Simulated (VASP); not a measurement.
MnCuSe2:

```xyz
4
Lattice="1.8962 1.0948 6.8839 -1.8962 1.0948 6.8839 0.0000 -2.1895 6.8839" Properties=species:S:1:pos:R:3 pbc="T T T"
Cu    0.0000    0.0000   10.3259
Mn    0.0000    0.0000    0.0000
Se    0.0000    0.0000    5.5078
Se    0.0000    0.0000   15.1439
```

The cell comes from a database or a generator and needn't be the stable form of this composition.

Base run:

```yaml
Program: VASP 6.6.1
Functional: LDA
Potentials_or_basis: VASP PAW LDA potentials, release 64 (Cu, Mn_pv, Se)
Cutoff: 520 eV
k_mesh: 6 × 6 × 6
Occupations: gaussian, width 0.05 eV
Spin: collinear spin, ferromagnetic start
Starting_moments: "[0.6, 4.0, 0.0, 0.0] μB"
Fixed_moment: 4 μB
Hubbard_terms: Cu d U = 8 eV, Mn d U = 8 eV
```

Its results: pressure -4.3 GPa; net moment 4.00 μB per cell; site moments Cu -0.02; Mn +4.50; Se -0.24 μB; largest force 1.693 eV/Å.

Task: The run is repeated on the same cell with these changes: fixed moment from 4 μB to none; further incar settings from ALGO = Fast; EDIFF = 1e-06; NBANDS = 30 to ALGO = Normal; EDIFF = 1e-07. What comes out?

Result: Pressure -4.3 GPa; net moment 4.11 μB per cell; site moments Cu -0.02; Mn +4.50; Se -0.21 μB; largest force 1.741 eV/Å.

Caveats: only a ferromagnetic start was run, and an antiferromagnetic order may lie lower in energy; forces of over 1 eV/Å show positions far from the minimum, so gaps and moduli don't describe the material at rest; the total moment is fixed, so each spin has its own Fermi level (some runs).
